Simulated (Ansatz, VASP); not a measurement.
# ZrB2: VASP beside Ansatz

One calculation is typed for both programs; each brings its own data sets. How far apart do they land? The cell is taken from a series of runs on this material, whose earlier steps may have relaxed, scaled, displaced or heated it; both programs get it as it stands.

Calculated with Ansatz 0.2.0; plane waves, with VASP 6.6.1 beside it; zone-centre phonons at LDA.

**1. Starting point**

Symmetry: P6/mmm, No. 191, hexagonal system. Conventional cell: a = 3.190 Å, b = 3.190 Å, c = 3.567 Å, α = 90.00°, β = 90.00°, γ = 120.00°. Nearest to B lie 3 B at 1.84 Å and 6 Zr at 2.56 Å. Zr has 12 B at 2.56 Å nearest. Farther neighbours are not listed.

**2. VASP: zone-centre phonons, LDA**

Second derivatives magnify differences that forces hide, and they need a tight electronic threshold.

Lines of VASP's logs that name or quote its potential files are left out, and so is its time.

The input, INCAR:

```
SYSTEM = ZrB2
PREC = Accurate
ENCUT = 500
EDIFF = 1E-08
NELM = 120
ISMEAR = 1
SIGMA = 0.2
LREAL = .FALSE.
ALGO = Normal
GGA = CA
NBANDS = 15
LASPH = .TRUE.
LORBIT = 11
LWAVE = .FALSE.
LCHARG = .FALSE.
ISIF = 2
IBRION = 8
GGA_COMPAT = .FALSE.
KPAR = 2
```

The input, POSCAR:

```
ZrB2
1.0
    3.1902878893      0.0000000000      0.0000000000
   -1.5951439446      2.7628703576      0.0000000000
    0.0000000000      0.0000000000      3.5666890501
B Zr
2 1
Direct
    0.3333333333      0.6666666667      0.5000000000
    0.6666666667      0.3333333333      0.5000000000
    0.0000000000      0.0000000000      0.0000000000
```

The input, KPOINTS:

```
Automatic mesh
0
Gamma
15 15 12
0 0 0
```

The projector-augmented-wave data sets are B and Zr_sv (LDA family, release 64).

Command:

```console
$ mpirun -np 2 vasp_std
```

Numbers of over 12 decimals in the logs are rounded to 6 here.

Output:

```text
[banner, memory and clock lines left out]
running    2 mpi-ranks, on    1 nodes
 distrk:  each k-point on    1 cores,    2 groups
 distr:  one band on    1 cores,    1 groups

 POSCAR found type information on POSCAR B Zr
 POSCAR found :  2 types and       3 ions
 LDA part: xc-table for (Slater(with rela. corr.)+CA(PZ))
 , standard interpolation
 POSCAR, INCAR and KPOINTS ok, starting setup
 FFT: planning ... GRIDC
 FFT: planning ... GRID_SOFT
 FFT: planning ... GRID
 WAVECAR not read
 entering main loop
       N       E                     dE             d eps       ncg     rms          rms(c)
DAV:   1     0.996352525440E+02    0.99635E+02   -0.94966E+03  5670   0.116E+03
DAV:   2    -0.257932408392E+02   -0.12543E+03   -0.12018E+03  7154   0.298E+02
DAV:   3    -0.301033768597E+02   -0.43101E+01   -0.42888E+01  9262   0.482E+01
DAV:   4    -0.301697636647E+02   -0.66387E-01   -0.66378E-01  6462   0.550E+00
DAV:   5    -0.301713096661E+02   -0.15460E-02   -0.15460E-02  8894   0.586E-01    0.206E+01
DAV:   6    -0.274533358144E+02    0.27180E+01   -0.67236E+00  7083   0.172E+01    0.813E+00
DAV:   7    -0.274146269994E+02    0.38709E-01   -0.68777E-01  8278   0.511E+00    0.314E+00
DAV:   8    -0.274125804382E+02    0.20466E-02   -0.91877E-02  6785   0.255E+00    0.482E-01
DAV:   9    -0.274088237228E+02    0.37567E-02   -0.18576E-02  7254   0.104E+00    0.155E-01
DAV:  10    -0.274086278094E+02    0.19591E-03   -0.11213E-03  6700   0.309E-01    0.407E-02
DAV:  11    -0.274086330549E+02   -0.52456E-05   -0.49101E-05  7822   0.667E-02    0.116E-02
DAV:  12    -0.274086315174E+02    0.15376E-05   -0.31661E-06  7460   0.126E-02    0.460E-03
DAV:  13    -0.274086314043E+02    0.11306E-06   -0.49801E-07  8084   0.580E-03    0.150E-03
DAV:  14    -0.274086314050E+02   -0.67212E-09   -0.28084E-08  5889   0.163E-03
   1 F= -.27408631E+02 E0= -.27408812E+02  d E =0.541608E-03
 Linear response reoptimize wavefunctions to high precision
DAV:   1    -0.274086314039E+02    0.10145E-08   -0.17037E-09  5132   0.387E-04
DAV:   2    -0.274086314040E+02   -0.10914E-10   -0.17779E-10  3227   0.130E-04
 Linear response DOF=           4
 Linear response progress:
  Degree of freedom:   1/  4
       N       E                     dE             d eps       ncg     rms          rms(c)
RMM:   1    -0.476608173771E-01   -0.47661E-01   -0.23442E-02 57780   0.102E+00
RMM:   2    -0.425803162650E-01    0.50805E-02   -0.24357E-03 47205   0.252E-01    0.140E-01
RMM:   3    -0.425313110883E-01    0.49005E-04   -0.68617E-04 44580   0.124E-01    0.698E-02
RMM:   4    -0.429936811842E-01   -0.46237E-03   -0.42455E-04 43464   0.965E-02    0.833E-03
RMM:   5    -0.429954342140E-01   -0.17530E-05   -0.49579E-05 52398   0.270E-02    0.228E-03
RMM:   6    -0.429956808601E-01   -0.24665E-06   -0.93809E-06 55936   0.942E-03    0.113E-03
RMM:   7    -0.429922872600E-01    0.33936E-05   -0.14392E-06 55362   0.441E-03    0.269E-04
RMM:   8    -0.429937871937E-01   -0.14999E-05    0.10776E-07 58630   0.200E-03    0.134E-04
RMM:   9    -0.429933169720E-01    0.47022E-06    0.53387E-07 59523   0.900E-04    0.313E-05
RMM:  10    -0.429935083670E-01   -0.19139E-06    0.38327E-08 58423   0.432E-04    0.225E-05
RMM:  11    -0.429933837415E-01    0.12463E-06    0.16134E-07 59061   0.214E-04    0.610E-06
RMM:  12    -0.429933743214E-01    0.94201E-08    0.77355E-09 60494   0.107E-04    0.414E-06
 first order change of Fermi-energy   0.19755E-04
 force on displaced ion       1 direction 1 : -13.649  -0.001   0.000
 Linear response progress:
  Degree of freedom:   2/  4
       N       E                     dE             d eps       ncg     rms          rms(c)
RMM:   1    -0.469232464343E-01   -0.46923E-01   -0.24381E-03 20226   0.107E+00
RMM:   2    -0.442647469355E-01    0.26585E-02   -0.19093E-03 16318   0.244E-01    0.116E-01
RMM:   3    -0.442162062630E-01    0.48541E-04   -0.88915E-04 15835   0.139E-01    0.539E-02
RMM:   4    -0.445926001025E-01   -0.37639E-03   -0.33963E-04 16406   0.879E-02    0.118E-02
RMM:   5    -0.446559965510E-01   -0.63396E-04   -0.50008E-05 18340   0.324E-02    0.382E-03
RMM:   6    -0.446652286310E-01   -0.92321E-05   -0.11431E-05 18973   0.127E-02    0.803E-04
RMM:   7    -0.446579281332E-01    0.73005E-05    0.93285E-06 19853   0.541E-03    0.254E-04
RMM:   8    -0.446586427141E-01   -0.71458E-06    0.43154E-06 19681   0.255E-03    0.127E-04
RMM:   9    -0.446576661048E-01    0.97661E-06    0.31165E-06 19748   0.129E-03    0.810E-05
RMM:  10    -0.446581008674E-01   -0.43476E-06    0.20060E-06 20034   0.686E-04    0.735E-06
RMM:  11    -0.446581041709E-01   -0.33034E-08    0.14783E-06 21191   0.332E-04    0.103E-05
RMM:  12    -0.446580965815E-01    0.75894E-08    0.10084E-06 20936   0.163E-04    0.674E-06
RMM:  13    -0.446580650378E-01    0.31544E-07    0.72816E-07 20005   0.876E-05    0.600E-06
RMM:  14    -0.446580881830E-01   -0.23145E-07    0.46124E-07 20526   0.470E-05    0.172E-06
RMM:  15    -0.446580924648E-01   -0.42818E-08    0.33720E-07 20150   0.255E-05    0.171E-06
RMM:  16    -0.446580890795E-01    0.33853E-08    0.20894E-07 19351   0.147E-05    0.104E-06
RMM:  17    -0.446580893575E-01   -0.27804E-09    0.14877E-07 18885   0.989E-06    0.572E-07
RMM:  18    -0.446580904466E-01   -0.10891E-08    0.88764E-08 15975   0.636E-06    0.315E-07
 first order change of Fermi-energy  -0.77673E-04
 force on displaced ion       1 direction 3 :  -0.000   0.000  -9.001
 Linear response progress:
  Degree of freedom:   3/  4
       N       E                     dE             d eps       ncg     rms          rms(c)
RMM:   1    -0.671281785617E+00   -0.67128E+00    0.29914E+00 15369   0.150E+01
RMM:   2    -0.616780856972E+00    0.54501E-01   -0.19223E-01 21290   0.285E+00    0.160E-01
RMM:   3    -0.618090188389E+00   -0.13093E-02   -0.32713E-02 25272   0.873E-01    0.493E-02
RMM:   4    -0.619588740179E+00   -0.14986E-02   -0.52515E-03 31548   0.300E-01    0.329E-02
RMM:   5    -0.620060763229E+00   -0.47202E-03   -0.93063E-04 31595   0.115E-01    0.175E-02
RMM:   6    -0.620048966095E+00    0.11797E-04   -0.13335E-04 32020   0.499E-02    0.251E-03
RMM:   7    -0.620023533469E+00    0.25433E-04   -0.37491E-05 32945   0.233E-02    0.392E-03
RMM:   8    -0.620018959994E+00    0.45735E-05   -0.26443E-05 32446   0.132E-02    0.965E-04
RMM:   9    -0.620024784780E+00   -0.58248E-05   -0.66420E-06 33741   0.792E-03    0.108E-04
RMM:  10    -0.620025328507E+00   -0.54373E-06   -0.61371E-06 34424   0.491E-03    0.150E-04
RMM:  11    -0.620025932796E+00   -0.60429E-06   -0.39938E-06 35000   0.342E-03    0.181E-04
RMM:  12    -0.620022128027E+00    0.38048E-05   -0.33357E-06 32925   0.262E-03    0.231E-04
RMM:  13    -0.620027750858E+00   -0.56228E-05   -0.23664E-06 30088   0.220E-03    0.155E-04
RMM:  14    -0.620029801597E+00   -0.20507E-05   -0.20219E-06 33984   0.164E-03    0.956E-05
[...]
RMM:  22    -0.620034089175E+00    0.44386E-06   -0.51260E-07 29860   0.457E-04    0.333E-05
RMM:  23    -0.620034150197E+00   -0.61021E-07   -0.44565E-07 31547   0.392E-04    0.392E-05
RMM:  24    -0.620034113525E+00    0.36671E-07   -0.39862E-07 31834   0.348E-04    0.472E-05
RMM:  25    -0.620034177557E+00   -0.64032E-07   -0.34853E-07 27754   0.311E-04    0.510E-05
RMM:  26    -0.620034191652E+00   -0.14095E-07   -0.30882E-07 25537   0.278E-04    0.555E-05
RMM:  27    -0.620034252415E+00   -0.60763E-07   -0.27793E-07 28976   0.251E-04    0.582E-05
RMM:  28    -0.620034246429E+00    0.59854E-08   -0.24865E-07 20294   0.225E-04    0.625E-05
RMM:  29    -0.620034269782E+00   -0.23353E-07   -0.22434E-07 20277   0.204E-04    0.656E-05
 first order change of Fermi-energy   0.80186E-04
 force on displaced ion       3 direction 1 : -12.013  -0.000   0.000
 Linear response progress:
  Degree of freedom:   4/  4
       N       E                     dE             d eps       ncg     rms          rms(c)
RMM:   1    -0.746035924773E+00   -0.74604E+00    0.26588E+00  6543   0.148E+01
RMM:   2    -0.691336178416E+00    0.54700E-01   -0.17196E-01  8859   0.272E+00    0.180E-01
RMM:   3    -0.694146908155E+00   -0.28107E-02   -0.36573E-02 10250   0.817E-01    0.574E-02
RMM:   4    -0.696431192216E+00   -0.22843E-02   -0.62686E-03 11968   0.275E-01    0.406E-02
RMM:   5    -0.696713585651E+00   -0.28239E-03   -0.98497E-04 12432   0.103E-01    0.244E-02
RMM:   6    -0.696592602953E+00    0.12098E-03   -0.12528E-04 12622   0.493E-02    0.527E-03
RMM:   7    -0.696639202833E+00   -0.46600E-04   -0.95264E-05 12618   0.218E-02    0.428E-03
RMM:   8    -0.696628684747E+00    0.10518E-04   -0.84343E-05 13037   0.117E-02    0.947E-04
RMM:   9    -0.696631850915E+00   -0.31662E-05   -0.56440E-05 13484   0.646E-03    0.647E-04
RMM:  10    -0.696635957140E+00   -0.41062E-05   -0.58803E-05 13336   0.450E-03    0.181E-04
RMM:  11    -0.696635762826E+00    0.19431E-06   -0.35023E-05 13377   0.307E-03    0.556E-05
RMM:  12    -0.696637175101E+00   -0.14123E-05   -0.40792E-05 14155   0.224E-03    0.824E-05
RMM:  13    -0.696635923651E+00    0.12514E-05   -0.25201E-05 13482   0.169E-03    0.113E-04
RMM:  14    -0.696637310469E+00   -0.13868E-05   -0.28708E-05 13260   0.134E-03    0.613E-05
[...]
RMM:  27    -0.696641745008E+00    0.10337E-06   -0.25013E-06 10304   0.116E-04    0.608E-06
RMM:  28    -0.696641804840E+00   -0.59832E-07   -0.27694E-06  8089   0.988E-05    0.745E-06
RMM:  29    -0.696641755004E+00    0.49836E-07   -0.18053E-06  7456   0.848E-05    0.857E-06
RMM:  30    -0.696641802971E+00   -0.47967E-07   -0.19937E-06  7307   0.732E-05    0.943E-06
RMM:  31    -0.696641769728E+00    0.33243E-07   -0.13036E-06  7235   0.634E-05    0.102E-05
RMM:  32    -0.696641802865E+00   -0.33137E-07   -0.14363E-06  6838   0.551E-05    0.108E-05
RMM:  33    -0.696641778527E+00    0.24337E-07   -0.94183E-07  6889   0.481E-05    0.114E-05
RMM:  34    -0.696641802738E+00   -0.24211E-07   -0.10349E-06  6666   0.422E-05    0.119E-05
 first order change of Fermi-energy   0.13668E-03
 force on displaced ion       3 direction 3 :  -0.000  -0.000 -12.267
 Linear response finished
```

Parts of OUTCAR (step 2):

```text
ion  position               nearest neighbor table
   1  0.333  0.667  0.500-   2 1.84   2 1.84   2 1.84   3 2.56   3 2.56   3 2.56   3 2.56   3 2.56
                             3 2.56
   2  0.667  0.333  0.500-   1 1.84   1 1.84   1 1.84   3 2.56   3 2.56   3 2.56   3 2.56   3 2.56
                             3 2.56
   3  0.000  0.000  0.000-   1 2.56   2 2.56   1 2.56   2 2.56   2 2.56   2 2.56   1 2.56   1 2.56
                             2 2.56   2 2.56   1 2.56   1 2.56

  LATTYP: Found a hexagonal cell.
 ALAT       =     3.1902878893
 C/A-ratio  =     1.1179834466

 Subroutine GETGRP returns: Found 24 space group operations
 (whereof 24 operations were pure point group operations)

The static configuration has the point symmetry D_6h.

 Found    189 irreducible k-points:

   k-points           NKPTS =    189   k-points in BZ     NKDIM =    189   number of bands    NBANDS=     15

   dimension x,y,z NGX =    24 NGY =   24 NGZ =   28
   dimension x,y,z NGXF=    48 NGYF=   48 NGZF=   56

   ENCUT  =  500.0 eV  36.75 Ry    6.06 a.u.   5.82  5.82  6.50*2*pi/ulx,y,z

   NELECT =      18.0000    total number of electrons

 k-points in reciprocal lattice and weights: Automatic mesh
   0.00000000  0.00000000  0.00000000       0.000
   0.06666667  0.00000000  0.00000000       0.002
   0.13333333  0.00000000  0.00000000       0.002
   0.20000000  0.00000000  0.00000000       0.002
   0.26666667  0.00000000  0.00000000       0.002
   0.33333333  0.00000000  0.00000000       0.002
   0.40000000  0.00000000  0.00000000       0.002
   0.46666667 -0.00000000  0.00000000       0.002
   0.06666667  0.06666667  0.00000000       0.002
[...]
0.33333333  0.26666667  0.50000000       0.004
   0.33333333  0.33333333  0.50000000       0.001

 average (electrostatic) potential at core
       1 -27.5163       2 -27.5163       3 -72.8935

  Total       -2.5814704     -2.5814704     -2.5790324     -0.0000000      0.0000000      0.0000000
  in kB     -131.5594633   -131.5594633   -131.4352158     -0.0000000      0.0000000      0.0000000
  external PRESSURE =    -131.5180475 kB  Pullay stress =       0.0000000 kB

  energy-cutoff  :      500.00
  volume of cell :       31.44
      direct lattice vectors                 reciprocal lattice vectors
     3.190287889  0.000000000  0.000000000     0.313451336  0.180971213  0.000000000
    -1.595143945  2.762870358  0.000000000     0.000000000  0.361942426  0.000000000
     0.000000000  0.000000000  3.566689050     0.000000000  0.000000000  0.280372072

 POSITION                                       TOTAL-FORCE (eV/Angst)
 -----------------------------------------------------------------------------------
     -0.00000      1.84191      1.78334         0.000000     -0.000000      0.000000
      1.59514      0.92096      1.78334         0.000000     -0.000000      0.000000
      0.00000      0.00000      0.00000        -0.000000      0.000000      0.000000
 -----------------------------------------------------------------------------------
    total drift:                               -0.000000      0.000000      0.000000

 Eigenvectors and eigenvalues of the dynamical matrix
 ----------------------------------------------------

   1 f  =   21.944561 THz   137.881745 2PiTHz  731.991773 cm-1    90.755372 meV
             X         Y         Z           dx          dy          dz
     -0.000000  1.841914  1.783345     0.194246    0.679903    0.000000
      1.595144  0.920957  1.783345    -0.194246   -0.679903   -0.000000
      0.000000  0.000000  0.000000    -0.000000   -0.000000   -0.000000

   2 f  =   21.944561 THz   137.881745 2PiTHz  731.991773 cm-1    90.755372 meV
             X         Y         Z           dx          dy          dz
     -0.000000  1.841914  1.783345    -0.679903    0.194246    0.000000
      1.595144  0.920957  1.783345     0.679903   -0.194246   -0.000000
      0.000000  0.000000  0.000000     0.000000   -0.000000   -0.000000

   3 f  =   16.381603 THz   102.928646 2PiTHz  546.431449 cm-1    67.748835 meV
             X         Y         Z           dx          dy          dz
     -0.000000  1.841914  1.783345     0.000000   -0.000000    0.707107
      1.595144  0.920957  1.783345    -0.000000   -0.000000   -0.707107
      0.000000  0.000000  0.000000    -0.000000    0.000000    0.000000

   4 f  =   13.094553 THz    82.275505 2PiTHz  436.787284 cm-1    54.154697 meV
             X         Y         Z           dx          dy          dz
     -0.000000  1.841914  1.783345     0.000000    0.000000    0.635739
      1.595144  0.920957  1.783345     0.000000    0.000000    0.635739
      0.000000  0.000000  0.000000    -0.000000   -0.000000   -0.437803

   5 f  =   12.951881 THz    81.379069 2PiTHz  432.028250 cm-1    53.564652 meV
             X         Y         Z           dx          dy          dz
     -0.000000  1.841914  1.783345    -0.174621   -0.611209    0.000000
      1.595144  0.920957  1.783345    -0.174621   -0.611209    0.000000
      0.000000  0.000000  0.000000     0.120327    0.421169   -0.000000

   6 f  =   12.951881 THz    81.379069 2PiTHz  432.028250 cm-1    53.564652 meV
             X         Y         Z           dx          dy          dz
     -0.000000  1.841914  1.783345     0.611209   -0.174621    0.000000
      1.595144  0.920957  1.783345     0.611209   -0.174621    0.000000
      0.000000  0.000000  0.000000    -0.421169    0.120327   -0.000000

   7 f/i=    0.001086 THz     0.006821 2PiTHz    0.036211 cm-1     0.004490 meV
             X         Y         Z           dx          dy          dz
     -0.000000  1.841914  1.783345     0.000000   -0.000000    0.309574
      1.595144  0.920957  1.783345     0.000000   -0.000000    0.309574
      0.000000  0.000000  0.000000     0.000000   -0.000000    0.899071

   8 f/i=    0.004205 THz     0.026424 2PiTHz    0.140280 cm-1     0.017392 meV
             X         Y         Z           dx          dy          dz
     -0.000000  1.841914  1.783345     0.017102   -0.309255   -0.000000
      1.595144  0.920957  1.783345     0.017102   -0.309255   -0.000000
      0.000000  0.000000  0.000000     0.049639   -0.897594   -0.000000

   9 f/i=    0.004205 THz     0.026424 2PiTHz    0.140280 cm-1     0.017392 meV
             X         Y         Z           dx          dy          dz
     -0.000000  1.841914  1.783345    -0.309255   -0.017102   -0.000000
      1.595144  0.920957  1.783345    -0.309255   -0.017102   -0.000000
      0.000000  0.000000  0.000000    -0.897594   -0.049639   -0.000000

 ELASTIC MODULI CONTR FROM IONIC RELAXATION (kBar)
 Direction    XX          YY          ZZ          XY          YZ          ZX
 --------------------------------------------------------------------------------
 XX         -24.2531     24.2531      0.0000     -0.0000      0.0000      0.0000
 YY          24.2531    -24.2531      0.0000     -0.0000     -0.0000      0.0000
 ZZ           0.0000      0.0000      0.0000      0.0000      0.0000      0.0000
 XY          -0.0000     -0.0000      0.0000    -24.2531      0.0000      0.0000
 YZ           0.0000     -0.0000      0.0000      0.0000     -0.0000      0.0000
 ZX           0.0000      0.0000      0.0000      0.0000      0.0000      0.0000
 --------------------------------------------------------------------------------
```

(Continued in part 2 of 2.)

[Lines on the potential files, build, host, timing and source positions are cut from VASP's logs without a mark.]

[Logs are printed without paths, hosts, clocks, repeated set-up lines and the standing remarks that a program may print on its own settings, such as how far it seeks lower states.]

[Hosts, paths, dates, database ids (printed as entryN), source tags and the programs' standing remarks are cut or masked in the printed files.]
